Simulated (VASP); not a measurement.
Runs of VASP 6.6.1 on Ag. Symmetry: Fm-3m, No. 225, cubic system. The conventional cell has a = 4.085 Å, b = 4.085 Å, c = 4.085 Å, α = 90.00°, β = 90.00°, γ = 90.00°. Ag (site symmetry m-3m) is surrounded by 12 Ag at 2.89 Å. 

| level | potentials or basis | gap on the mesh (eV) | pressure (GPa) | relaxed volume (Å³/atom) |
| --- | --- | --- | --- | --- |
| LDA | VASP PAW LDA potentials, release 64 (Ag) | none | -0.1 | 16.04 |
| rev-vdW-DF2 | VASP PAW PBE potentials, release 64 (Ag) | none | 0.0 | 17.18 |
| PBE+D3(BJ) | VASP PAW PBE potentials, release 64 (Ag) | none | 0.0 | (a) |
| PBE | VASP PAW PBE potentials, release 64 (Ag) | none | 0.0 | (b) |
| PBEsol | VASP PAW PBE potentials, release 64 (Ag) | none | 0.0 | 16.63 |
| RPBE | VASP PAW PBE potentials, release 64 (Ag) | none | 0.1 | 18.66 |

Alike in all rows: task relaxation of cell and atoms; no spin polarisation; cell relaxed; k mesh 16 × 16 × 16; cutoff (eV) 600; smearing methfessel-paxton 0.1 eV.

Fill in the values left out.

(a) 16.87; (b) 17.81.

Caveats: the PAW data sets were made with another functional, which shifts forces and pressure a little (some runs); pairwise dispersion overbinds metals, which lowers pressure and volume (some runs).

A k mesh can miss the band edges, and the runs leave out spin-orbit coupling on Ag.

A gap of «none» marks a metal or a gap under the smearing width.

Not every run made on this cell is shown here.
